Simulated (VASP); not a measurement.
Computed with optB88-vdW, VASP's PBE PAW potentials (set 64) (plane waves; VASP).

A VASP calculation is set up with these files.

### KPOINTS
```
Automatic mesh
0
Gamma
10 10 8
0 0 0
```

**INCAR**
```
AGGAC  =  0.0
ALGO  =  Normal
EDIFF  =  1E-6
EDIFFG  =  -0.02
ENCUT  =  520
GGA  =  BO
IBRION  =  2
ISIF  =  3
ISMEAR  =  1
LASPH  =  .True.
LCHARG  =  .False.
LMAXMIX  =  6
LREAL  =  .False.
LUSE_VDW  =  .True.
LWAVE  =  .False.
NELM  =  100
NSW  =  60
PARAM1  =  0.1833333333
PARAM2  =  0.22
PREC  =  Accurate
SIGMA  =  0.1
SYSTEM  =  HfB2
```

**POSCAR**
```
HfB2
1
    1.5613703817    -2.7043730588     0.0000000000
    1.5613703817     2.7043730588    -0.0000000000
   -0.0000000000    -0.0000000000     3.4547709104
Hf B
1 2
Direct
  1.0000000000   0.0000000000   0.0000000000
  0.3333330000   0.6666670000   0.5000000000
  0.6666670000   0.3333330000   0.5000000000
```

POTCAR, in this order: Hf_pv B (PBE.64 set). Program: vasp_std.

The run wrote:

### OSZICAR
```
       N       E                     dE             d eps       ncg     rms          rms(c)
DAV:   1     0.345116653266E+02    0.34512E+02   -0.84087E+03  1680   0.126E+03
DAV:   2    -0.229001094395E+02   -0.57412E+02   -0.53590E+02  2052   0.246E+02
DAV:   3    -0.247285841429E+02   -0.18285E+01   -0.17898E+01  2212   0.333E+01
DAV:   4    -0.247445667644E+02   -0.15983E-01   -0.15973E-01  2028   0.329E+00
DAV:   5    -0.247447393716E+02   -0.17261E-03   -0.17253E-03  2176   0.279E-01    0.534E+01
DAV:   6    -0.223368991338E+02    0.24078E+01   -0.56941E+00  2008   0.156E+01    0.392E+01
DAV:   7    -0.223044130071E+02    0.32486E-01   -0.16957E+00  2104   0.889E+00    0.126E+01
DAV:   8    -0.222413543903E+02    0.63059E-01   -0.46705E-01  1984   0.484E+00    0.212E+00
DAV:   9    -0.222361185122E+02    0.52359E-02   -0.33542E-02  1980   0.144E+00    0.251E-01
DAV:  10    -0.222361234652E+02   -0.49530E-05   -0.85248E-04  2036   0.261E-01    0.399E-01
DAV:  11    -0.222361256925E+02   -0.22273E-05   -0.90647E-05  2044   0.845E-02    0.164E-01
DAV:  12    -0.222361233082E+02    0.23843E-05   -0.58467E-06  2068   0.249E-02    0.302E-02
DAV:  13    -0.222361234781E+02   -0.16985E-06   -0.36765E-07  1188   0.629E-03
   1 F= -.22236123E+02 E0= -.22235956E+02  d E =-.222361E+02
       N       E                     dE             d eps       ncg     rms          rms(c)
DAV:   1    -0.223566087657E+02   -0.12049E+00   -0.36722E+00  1728   0.186E+01    0.532E+00
DAV:   2    -0.222609202684E+02    0.95688E-01   -0.16455E-01  1732   0.396E+00    0.274E+00
DAV:   3    -0.222319788547E+02    0.28941E-01   -0.90175E-02  2028   0.259E+00    0.233E+00
DAV:   4    -0.222324346642E+02   -0.45581E-03   -0.14034E-03  2000   0.395E-01    0.253E+00
DAV:   5    -0.222310846939E+02    0.13500E-02   -0.11239E-03  2036   0.213E-01    0.106E+00
DAV:   6    -0.222306875860E+02    0.39711E-03   -0.87269E-04  2052   0.174E-01    0.250E-01
DAV:   7    -0.222306572702E+02    0.30316E-04   -0.97836E-05  2076   0.761E-02    0.806E-02
DAV:   8    -0.222306550537E+02    0.22165E-05   -0.17092E-05  2076   0.301E-02    0.185E-02
DAV:   9    -0.222306547543E+02    0.29938E-06   -0.18124E-06  1684   0.107E-02
   2 F= -.22230655E+02 E0= -.22230494E+02  d E =0.546872E-02
       N       E                     dE             d eps       ncg     rms          rms(c)
DAV:   1    -0.222883828038E+02   -0.57728E-01   -0.10867E+00  1716   0.101E+01    0.279E+00
DAV:   2    -0.222602734364E+02    0.28109E-01   -0.43684E-02  1716   0.208E+00    0.145E+00
DAV:   3    -0.222516387321E+02    0.86347E-02   -0.28047E-02  2012   0.146E+00    0.127E+00
DAV:   4    -0.222518944478E+02   -0.25572E-03   -0.48875E-04  1972   0.225E-01    0.148E+00
DAV:   5    -0.222512957678E+02    0.59868E-03   -0.87951E-04  2044   0.172E-01    0.449E-01
DAV:   6    -0.222512567238E+02    0.39044E-04   -0.19725E-04  2060   0.894E-02    0.570E-02
DAV:   7    -0.222512582559E+02   -0.15321E-05   -0.53977E-06  1988   0.199E-02    0.345E-02
DAV:   8    -0.222512577647E+02    0.49118E-06   -0.23615E-06  1904   0.115E-02
   3 F= -.22251258E+02 E0= -.22251092E+02  d E =-.151343E-01
       N       E                     dE             d eps       ncg     rms          rms(c)
DAV:   1    -0.222531763125E+02   -0.19181E-02   -0.90374E-02  1764   0.262E+00    0.310E-01
DAV:   2    -0.222524993202E+02    0.67699E-03   -0.12102E-03  2076   0.310E-01    0.136E-01
DAV:   3    -0.222522170599E+02    0.28226E-03   -0.30093E-04  2036   0.137E-01    0.435E-02
DAV:   4    -0.222521989010E+02    0.18159E-04   -0.35003E-05  2212   0.478E-02    0.284E-02
DAV:   5    -0.222521986843E+02    0.21674E-06   -0.18142E-06  1572   0.112E-02
   4 F= -.22252199E+02 E0= -.22252045E+02  d E =-.940920E-03
```

### OUTCAR
```
------------------------ aborting loop because EDIFF is reached ----------------------------------------
  FORCE on cell =-STRESS in cart. coord.  units (eV):
  Direction    XX          YY          ZZ          XY          YZ          ZX
  --------------------------------------------------------------------------------------
  Total       -0.0088181     -0.0088181      0.0019833      0.0000000      0.0000000     -0.0000000
  in kB       -0.4724387     -0.4724388      0.1062601      0.0000000      0.0000000     -0.0000000
  external PRESSURE =      -0.2795391 kB  Pullay stress =       0.0000000 kB
  volume of cell :       29.90
      direct lattice vectors                 reciprocal lattice vectors
     1.568687197 -2.717046158 -0.000000000     0.318737860 -0.184023374 -0.000000000
     1.568687197  2.717046158  0.000000000     0.318737860  0.184023374 -0.000000000
     0.000000000  0.000000000  3.508126561     0.000000000 -0.000000000  0.285052430
 POSITION                                       TOTAL-FORCE (eV/Angst)
 -----------------------------------------------------------------------------------
      3.13737      0.00000     -0.00000         0.000000      0.000000      0.000000
      1.56869      0.90568      1.75406        -0.000000     -0.000000     -0.000000
      1.56869     -0.90568      1.75406         0.000000      0.000000      0.000000
 -----------------------------------------------------------------------------------
    total drift:                               -0.000000     -0.000000     -0.000000
  FREE ENERGIE OF THE ION-ELECTRON SYSTEM (eV)
  ---------------------------------------------------
  free  energy   TOTEN  =       -22.2521986843 eV

  energy  without entropy=      -22.2517379098  energy(sigma->0) =      -22.25204509

 reached required accuracy - stopping structural energy minimisation
```
(Selected blocks of OUTCAR.)

### CONTCAR
```
HfB2
   1.00000000000000
     1.5686871968420382   -2.7170461575593507   -0.0000000000000000
     1.5686871968420382    2.7170461575593507    0.0000000000000000
     0.0000000000000000    0.0000000000000000    3.5081265612910539
  Hf              B
     1     2
Direct
     1.0000000000000000    1.0000000000000000    0.0000000000000000
     0.3333330000000032    0.6666669999999968    0.5000000000000000
     0.6666669999999968    0.3333330000000032    0.5000000000000000
```

Energy and stress use the plane-wave basis of the starting cell.

The compound is HfB2 in the AlB2 type structure. This run relaxes it. Symmetry was kept, so distortions that lower it aren't found. The start is the result of an earlier pass.
